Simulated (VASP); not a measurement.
All values below come from vdW-DF2, VASP's PBE PAW potentials (set 64) (plane waves; VASP).

VASP input:

**INCAR**
```
SYSTEM = CuAu
PREC = Accurate
ENCUT = 520
EDIFF = 1E-7
NELM = 100
ALGO = Normal
LREAL = .FALSE.
LASPH = .TRUE.
ISMEAR = 1
SIGMA = 0.1
GGA = ML
ZAB_VDW = -1.8867
LUSE_VDW = .TRUE.
AGGAC = 0.0
LMAXMIX = 6
LWAVE = .FALSE.
LCHARG = .FALSE.
ISIF = 4
IBRION = 2
NSW = 30
EDIFFG = -0.01
```

POSCAR:
```
CuAu
1
    3.1448250444     0.0000000000    -0.0000000000
    0.0000000000     3.1448250444    -0.0000000000
    0.0000000000     0.0000000000     3.6151652208
Cu Au
1 1
Direct
  0.0000000000   0.0000000000   0.0000000000
  0.5000000000   0.5000000000   0.5000000000
```

File KPOINTS:
```
Automatic
0
Gamma
  12 12 10
```

POTCAR, in this order: Cu Au (PBE.64 set). Program: vasp_std.

What VASP printed:

**OSZICAR**
```
       N       E                     dE             d eps       ncg     rms          rms(c)
DAV:   1     0.139941073028E+03    0.13994E+03   -0.11193E+04  5112   0.195E+03
DAV:   2     0.439614752265E+01   -0.13554E+03   -0.12879E+03  5201   0.324E+02
DAV:   3    -0.123034510641E+01   -0.56265E+01   -0.55074E+01  6363   0.756E+01
DAV:   4    -0.129411989481E+01   -0.63775E-01   -0.63736E-01  5624   0.718E+00
DAV:   5    -0.129613551874E+01   -0.20156E-02   -0.20155E-02  7587   0.142E+00    0.732E+00
DAV:   6    -0.909117596086E+00    0.38702E+00   -0.76524E+00  5323   0.764E+01    0.448E+00
DAV:   7    -0.550406691440E+00    0.35871E+00   -0.21503E+00  6012   0.787E+01    0.293E+00
DAV:   8    -0.540821553967E+00    0.95851E-02   -0.12572E-01  7102   0.763E+00    0.168E+00
DAV:   9    -0.537923864395E+00    0.28977E-02   -0.17720E-02  7695   0.382E+00    0.226E-01
DAV:  10    -0.537119658317E+00    0.80421E-03   -0.60015E-03  7667   0.254E+00    0.840E-02
DAV:  11    -0.537113046308E+00    0.66120E-05   -0.55780E-04  6646   0.785E-01    0.248E-02
DAV:  12    -0.537108704615E+00    0.43417E-05   -0.63998E-05  7510   0.201E-01    0.819E-03
DAV:  13    -0.537108148771E+00    0.55584E-06   -0.15965E-06  7784   0.208E-02    0.356E-03
DAV:  14    -0.537107994752E+00    0.15402E-06   -0.13294E-06  7457   0.275E-02    0.411E-04
DAV:  15    -0.537107992708E+00    0.20445E-08   -0.37451E-08  2982   0.515E-03
   1 F= -.53710799E+00 E0= -.53707822E+00  d E =-.537108E+00
       N       E                     dE             d eps       ncg     rms          rms(c)
DAV:   1    -0.537311660398E+00   -0.20367E-03   -0.81902E-03  5334   0.858E-01    0.797E-02
DAV:   2    -0.537216035858E+00    0.95625E-04   -0.10184E-04  7389   0.223E-01    0.468E-02
DAV:   3    -0.537174575757E+00    0.41460E-04   -0.93497E-05  6938   0.294E-01    0.213E-02
DAV:   4    -0.537167722924E+00    0.68528E-05   -0.33151E-05  5505   0.206E-01    0.563E-03
DAV:   5    -0.537167778807E+00   -0.55883E-07   -0.12988E-06  5681   0.106E-02    0.402E-03
DAV:   6    -0.537167779058E+00   -0.25057E-09   -0.16625E-07  4210   0.109E-02
   2 F= -.53716778E+00 E0= -.53714845E+00  d E =-.597863E-04
       N       E                     dE             d eps       ncg     rms          rms(c)
DAV:   1    -0.538674105881E+00   -0.15063E-02   -0.73577E-02  5327   0.257E+00    0.239E-01
DAV:   2    -0.537806813929E+00    0.86729E-03   -0.91110E-04  7381   0.660E-01    0.141E-01
DAV:   3    -0.537425959178E+00    0.38085E-03   -0.84007E-04  6961   0.878E-01    0.636E-02
DAV:   4    -0.537365721156E+00    0.60238E-04   -0.29828E-04  5435   0.614E-01    0.169E-02
DAV:   5    -0.537366295632E+00   -0.57448E-06   -0.11523E-05  5619   0.312E-02    0.121E-02
DAV:   6    -0.537366392472E+00   -0.96840E-07   -0.18204E-06  7304   0.318E-02    0.304E-03
DAV:   7    -0.537366335465E+00    0.57008E-07   -0.18167E-07  3506   0.147E-02
   3 F= -.53736634E+00 E0= -.53737998E+00  d E =-.258343E-03
       N       E                     dE             d eps       ncg     rms          rms(c)
DAV:   1    -0.542975216409E+00   -0.56088E-02   -0.29309E-01  5334   0.513E+00    0.480E-01
DAV:   2    -0.539464991692E+00    0.35102E-02   -0.36621E-03  7368   0.131E+00    0.283E-01
DAV:   3    -0.537921299322E+00    0.15437E-02   -0.33763E-03  7011   0.175E+00    0.128E-01
DAV:   4    -0.537681262594E+00    0.24004E-03   -0.12034E-03  5393   0.122E+00    0.341E-02
DAV:   5    -0.537683297771E+00   -0.20352E-05   -0.45230E-05  5552   0.626E-02    0.239E-02
DAV:   6    -0.537683738257E+00   -0.44049E-06   -0.69349E-06  7304   0.621E-02    0.555E-03
DAV:   7    -0.537683515036E+00    0.22322E-06   -0.96496E-07  7399   0.292E-02    0.283E-03
DAV:   8    -0.537683508314E+00    0.67221E-08   -0.14739E-07  2808   0.128E-02
   4 F= -.53768351E+00 E0= -.53760488E+00  d E =-.575516E-03
       N       E                     dE             d eps       ncg     rms          rms(c)
DAV:   1    -0.559193364441E+00   -0.21510E-01   -0.11628E+00  5334   0.102E+01    0.951E-01
DAV:   2    -0.545426219346E+00    0.13767E-01   -0.14513E-02  7347   0.257E+00    0.558E-01
DAV:   3    -0.539460975832E+00    0.59652E-02   -0.13185E-02  6973   0.348E+00    0.259E-01
DAV:   4    -0.538493414676E+00    0.96756E-03   -0.49071E-03  5449   0.243E+00    0.664E-02
DAV:   5    -0.538501834320E+00   -0.84196E-05   -0.17401E-04  5382   0.125E-01    0.456E-02
DAV:   6    -0.538503531185E+00   -0.16969E-05   -0.25076E-05  7317   0.116E-01    0.960E-03
DAV:   7    -0.538502765628E+00    0.76556E-06   -0.36153E-06  7488   0.564E-02    0.484E-03
DAV:   8    -0.538502804625E+00   -0.38997E-07   -0.48749E-07  6226   0.187E-02
   5 F= -.53850280E+00 E0= -.53833199E+00  d E =-.139481E-02
       N       E                     dE             d eps       ncg     rms          rms(c)
DAV:   1    -0.622778298437E+00   -0.84276E-01   -0.45807E+00  5362   0.202E+01    0.191E+00
DAV:   2    -0.566510717638E+00    0.56268E-01   -0.59274E-02  7297   0.502E+00    0.112E+00
DAV:   3    -0.542258646128E+00    0.24252E-01   -0.52531E-02  7020   0.701E+00    0.524E-01
DAV:   4    -0.538341012920E+00    0.39176E-02   -0.20909E-02  5533   0.486E+00    0.133E-01
DAV:   5    -0.538365594933E+00   -0.24582E-04   -0.68881E-04  5627   0.292E-01    0.876E-02
DAV:   6    -0.538370054048E+00   -0.44591E-05   -0.94991E-05  7321   0.228E-01    0.166E-02
DAV:   7    -0.538367715054E+00    0.23390E-05   -0.15723E-05  7615   0.124E-01    0.752E-03
DAV:   8    -0.538367896725E+00   -0.18167E-06   -0.94268E-07  7122   0.182E-02    0.326E-03
DAV:   9    -0.538368044778E+00   -0.14805E-06   -0.40021E-07  5299   0.840E-03    0.107E-03
DAV:  10    -0.538368065109E+00   -0.20332E-07   -0.21928E-08  2604   0.261E-03
   6 F= -.53836807E+00 E0= -.53822653E+00  d E =-.126007E-02
       N       E                     dE             d eps       ncg     rms          rms(c)
DAV:   1    -0.561418438816E+00   -0.23050E-01   -0.12504E+00  5257   0.107E+01    0.993E-01
DAV:   2    -0.546731667429E+00    0.14687E-01   -0.17984E-02  7180   0.325E+00    0.590E-01
DAV:   3    -0.540862524500E+00    0.58691E-02   -0.19573E-02  6287   0.445E+00    0.342E-01
DAV:   4    -0.539019213049E+00    0.18433E-02   -0.82597E-03  5681   0.326E+00    0.714E-02
DAV:   5    -0.539040351624E+00   -0.21139E-04   -0.34376E-04  5710   0.179E-01    0.495E-02
DAV:   6    -0.539043475026E+00   -0.31234E-05   -0.40639E-05  7273   0.165E-01    0.144E-02
DAV:   7    -0.539040818364E+00    0.26567E-05   -0.66019E-06  7495   0.821E-02    0.626E-03
DAV:   8    -0.539040556913E+00    0.26145E-06   -0.14017E-06  7140   0.368E-02    0.161E-03
DAV:   9    -0.539040617477E+00   -0.60564E-07   -0.13477E-07  2870   0.861E-03
   7 F= -.53904062E+00 E0= -.53891164E+00  d E =-.193262E-02
```

### OUTCAR
```
------------------------ aborting loop because EDIFF is reached ----------------------------------------
  FORCE on cell =-STRESS in cart. coord.  units (eV):
  Direction    XX          YY          ZZ          XY          YZ          ZX
  --------------------------------------------------------------------------------------
  Total       -1.0595020     -1.0595020     -1.0667210      0.0000000     -0.0000000      0.0000000
  in kB      -47.4778706    -47.4778706    -47.8013654      0.0000000     -0.0000000      0.0000000
  external PRESSURE =     -47.5857022 kB  Pullay stress =       0.0000000 kB
  volume of cell :       35.75
      direct lattice vectors                 reciprocal lattice vectors
     3.095580548  0.000000000  0.000000000     0.323041182 -0.000000000  0.000000000
     0.000000000  3.095580548  0.000000000     0.000000000  0.323041182  0.000000000
    -0.000000000  0.000000000  3.731100190    -0.000000000 -0.000000000  0.268017461
 POSITION                                       TOTAL-FORCE (eV/Angst)
 -----------------------------------------------------------------------------------
      0.00000      0.00000      0.00000         0.000000      0.000000      0.000000
      1.54779      1.54779      1.86555        -0.000000      0.000000      0.000000
 -----------------------------------------------------------------------------------
    total drift:                                0.000000      0.000000     -0.000000
  FREE ENERGIE OF THE ION-ELECTRON SYSTEM (eV)
  ---------------------------------------------------
  free  energy   TOTEN  =        -0.5390406175 eV

  energy  without entropy=       -0.5386536781  energy(sigma->0) =       -0.53891164

 reached required accuracy - stopping structural energy minimisation
```
(Selected blocks of OUTCAR.)

File CONTCAR:
```
CuAu
   1.00000000000000
     3.0955805477919749    0.0000000000000000    0.0000000000000001
     0.0000000000000000    3.0955805477919749    0.0000000000000003
    -0.0000000000000002    0.0000000000000000    3.7311001902888039
  Cu              Au
     1     1
Direct
     0.0000000000000000    0.0000000000000000    0.0000000000000000
     0.5000000000000000    0.5000000000000000    0.5000000000000000
```

File OUTCAR:
```
 val. band max:        6.2358242886   @ k =   0.5000   0.1667   0.3000

 cond. band min:       6.2609463562   @ k =   0.4167   0.0000   0.0000


 Fermi energy:         6.2397901736

 k-point     1 :       0.0000    0.0000    0.0000
  band No.  band energies     occupation
      1      -1.7226      2.00000
      2       1.1368      2.00000
      3       1.2394      2.00000
      4       2.7217      2.00000
      5       2.7217      2.00000
      6       3.2852      2.00000
      7       3.9356      2.00000
      8       4.3196      2.00000
      9       4.5830      2.00000
     10       4.7231      2.00000
     11       4.7231      2.00000
     12       9.6905      0.00000
     13      13.5318      0.00000
     14      14.4554      0.00000
     15      14.4554      0.00000

 k-point     2 :       0.0833    0.0000    0.0000
  band No.  band energies     occupation
      1      -1.5951      2.00000
      2       1.1902      2.00000
      3       1.2982      2.00000
      4       2.6751      2.00000
      5       2.7474      2.00000
      6       3.2477      2.00000
      7       3.9491      2.00000
      8       4.3095      2.00000
      9       4.5375      2.00000
     10       4.6169      2.00000
     11       4.6987      2.00000
     12       9.9639      0.00000
     13      12.7937      0.00000
     14      14.4277      0.00000
     15      14.6639      0.00000

 k-point     3 :       0.1667    0.0000    0.0000
  band No.  band energies     occupation
      1      -1.2242      2.00000
      2       1.3043      2.00000
      3       1.5036      2.00000
      4       2.5440      2.00000
      5       2.8213      2.00000
      6       3.1426      2.00000
      7       3.9707      2.00000
      8       4.2971      2.00000
      9       4.3762      2.00000
     10       4.4238      2.00000
     11       4.6283      2.00000
     12      10.7023      0.00000
     13      11.1741      0.00000
     14      14.4673      0.00000
     15      15.2626      0.00000
...
```

Unless said otherwise, spin-orbit coupling is left out, though it shifts the bands of the heavy elements here.

The compound is CuAu in the L1_0 structure. This cell is one point of a volume scan, at 1.06 of the reference volume. Symmetry was kept, so distortions that lower it aren't found.
